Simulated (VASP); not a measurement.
Data:

```xyz
5
Lattice="4.0448 0.0000 0.0000 0.0000 4.0448 0.0000 0.0000 0.0000 4.3561" Properties=species:S:1:pos:R:3 pbc="T T T"
Ba     0.0000     0.0000     0.0641
Ti     2.0224     2.0224     2.3242
O      2.0224     2.0224     4.1553
O      0.0000     2.0224     2.0950
O      2.0224     0.0000     2.0950
```

Computed with vdW-DF2, VASP's PBE PAW potentials (set 64) (plane waves; VASP). Run with 520 eV cut-off, 6×6×6 Γ-centred mesh, tetrahedra with Blöchl corrections, potentials Ba_sv Ti_sv O.

The cores are frozen, which limits the accuracy of field gradients.

Q: Give the principal components of the electric field gradient (V/Å²) and the asymmetry η at each nucleus.

A: 
```csv
atom,Vxx,Vyy,Vzz,η
Ba1,3.4,3.4,-6.8,0.00
Ti2,-13.8,-13.8,27.6,0.00
O3,-8.0,-8.0,16.0,0.00
O4,-22.8,-6.7,29.6,0.54
O5,-22.8,-6.7,29.6,0.54
```

The compound is BaTiO3 in the tetragonal perovskite structure. It was relaxed first, which changed the volume by +11 %.
